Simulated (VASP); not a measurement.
SCdClH, in a box:

```xyz
4
Lattice="14.0000 0.0000 0.0000 0.0000 12.0000 0.0000 0.0000 0.0000 12.0000" Properties=species:S:1:pos:R:3 pbc="T T T"
S     4.9717    6.1405    5.4959
Cd    7.0407    5.4692    6.3138
Cl    9.0544    4.7839    7.1285
H     5.4705    7.2581    4.9395
```

Base run:

- Program: VASP 6.6.1
- Functional: PBE
- Potentials or basis: VASP PAW PBE potentials, release 64 (S, Cd, Cl, H)
- Cutoff: 520 eV
- k mesh: 1 × 1 × 1
- Occupations: gaussian, width 0.01 eV
- Spin: no spin polarisation

Its results: gap between the frontier levels 3.78 eV; largest force 0.295 eV/Å.

Q: The run is repeated on the same cell with these changes: functional from PBE to B3LYP; dispersion from none to TS. What comes out?

A: Gap between the frontier levels 5.26 eV; largest force 0.386 eV/Å.

Several settings changed at once, so the effect can't be laid on one alone.

Caveats: the PAW data sets were made with another functional, which shifts forces and pressure a little (some runs).

A k mesh can miss the band edges.

Not every run made on this cell is shown here.
